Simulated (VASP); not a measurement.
VASP input:

### KPOINTS
```
kpoints
0
Gamma
7 7 7
0 0 0
```

INCAR:
```
! general
SYSTEM  = PbF2
PREC    = Accurate
ENCUT   = 520
LREAL   = .FALSE.
LASPH   = .TRUE.

! electronic loop
EDIFF   = 1E-7
NELM    = 100
ALGO    = Normal
LMAXMIX = 4

! smearing
ISMEAR  = -5

! functional
GGA     = 91

! ions
ISIF    = 2

! output
LWAVE   = .FALSE.
LCHARG  = .TRUE.
LORBIT  = 11
NEDOS   = 601

! other
LEFG    = .TRUE.
```

### POSCAR
```
PbF2
1
    0.0000000000     2.9947794324     2.9947794324
    2.9947794324     0.0000000000     2.9947794324
    2.9947794324     2.9947794324     0.0000000000
Pb F
1 2
Direct
  0.0000000000   0.0000000000   0.0000000000
  0.2500000000   0.2500000000   0.2500000000
  0.7500000000   0.7500000000   0.7500000000
```

POTCAR, in this order: Pb_d F (PBE.64 set). Program: vasp_std.

Question: Write an equivalent input for Quantum ESPRESSO's pw.x.

Answer: One equivalent input (not run):
```
&CONTROL
  calculation = 'scf'
  pseudo_dir = './pseudo'
  outdir = './out'
  tprnfor = .true.
  tstress = .true.
/
&SYSTEM
  ibrav = 0
  nat = 3
  ntyp = 2
  ecutwfc = 84
  occupations = 'tetrahedra'
  input_dft = 'pw91'
/
&ELECTRONS
  conv_thr = 7.3e-09
  electron_maxstep = 100
/
ATOMIC_SPECIES
  Pb 207.200 Pb.upf
  F 18.998 F.upf
CELL_PARAMETERS angstrom
     0.0000000    2.9947794    2.9947794
     2.9947794    0.0000000    2.9947794
     2.9947794    2.9947794    0.0000000
ATOMIC_POSITIONS crystal
  Pb   0.0000000  0.0000000  0.0000000
  F    0.2500000  0.2500000  0.2500000
  F    0.7500000  0.7500000  0.7500000
K_POINTS automatic
  7 7 7 0 0 0
```
Limits of the translation: the potentials are each code's own (VASP's PAW set, PseudoDojo norm-conserving files in pw.x), so ENCUT and ecutwfc are chosen apart and not converted; conv_thr bounds pw.x's estimated SCF error, while EDIFF bounds the energy change between steps; the field gradients of LEFG aren't asked of the other code.

The compound is PbF2 in the fluorite structure, the β form. It was relaxed first.
